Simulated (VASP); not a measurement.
An input for Quantum ESPRESSO's pw.x (written as the equivalent of a VASP run, and not itself run):

```
&CONTROL
  calculation = 'vc-relax'
  pseudo_dir = './pseudo'
  outdir = './out'
  tprnfor = .true.
  tstress = .true.
  nstep = 40
  forc_conv_thr = 0.00078
/
&SYSTEM
  ibrav = 0
  nat = 5
  ntyp = 3
  ecutwfc = 84
  occupations = 'smearing'
  smearing = 'gaussian'
  degauss = 0.003675
  input_dft = 'pz'
/
&ELECTRONS
  conv_thr = 7.3e-08
  electron_maxstep = 100
/
&IONS
/
&CELL
/
ATOMIC_SPECIES
  Sr 87.620 Sr.upf
  Ti 47.867 Ti.upf
  O 15.999 O.upf
CELL_PARAMETERS angstrom
     3.8621990    0.0000000    0.0000000
     0.0000000    3.8621990    0.0000000
     0.0000000    0.0000000    3.8621990
ATOMIC_POSITIONS crystal
  Sr   0.0000000  0.0000000  0.0000000
  Ti   0.5000000  0.5000000  0.5000000
  O    0.5000000  0.0000000  0.5000000
  O    0.0000000  0.5000000  0.5000000
  O    0.5000000  0.5000000  0.0000000
K_POINTS automatic
  6 6 6 0 0 0
```

**Question.** Translate this input to VASP (INCAR, KPOINTS, POSCAR, choice of POTCAR).

**Answer.** Several could match; the one computed here: 
**POSCAR**
```
SrTiO3
1.0
  3.8621990070   0.0000000000   0.0000000000
  0.0000000000   3.8621990070   0.0000000000
  0.0000000000   0.0000000000   3.8621990070
Sr Ti O
1 1 3
direct
  0.0000000000   0.0000000000   0.0000000000
  0.5000000000   0.5000000000   0.5000000000
  0.5000000000   0.0000000000   0.5000000000
  0.0000000000   0.5000000000   0.5000000000
  0.5000000000   0.5000000000   0.0000000000
```

### KPOINTS
```
K-points
0
gamma
  6 6 6
```

INCAR:
```
! general
SYSTEM  = SrTiO3
PREC    = Accurate
ENCUT   = 620
LREAL   = .FALSE.
LASPH   = .TRUE.

! electronic loop
EDIFF   = 1E-6
NELM    = 100
ALGO    = Normal
LMAXMIX = 4

! smearing
ISMEAR  = 0
SIGMA   = 0.05

! ions
IBRION  = 2
NSW     = 40
ISIF    = 3
EDIFFG  = -0.02

! output
LWAVE   = .FALSE.
LCHARG  = .FALSE.
```

POTCAR, in this order: Sr_sv Ti_sv O (LDA.64 set). Program: vasp_std.

The two are equivalent in intent, not identical: the potentials are each code's own (VASP's PAW set, PseudoDojo norm-conserving files in pw.x), so ENCUT and ecutwfc are chosen apart and not converted; conv_thr bounds pw.x's estimated SCF error, while EDIFF bounds the energy change between steps; forc_conv_thr acts on force components and is met together with etot_conv_thr.

The compound is SrTiO3 in the cubic perovskite structure, the ideal cubic form; the compound distorts at low or room temperature. This run relaxes it. Symmetry was kept, so distortions that lower it aren't found.
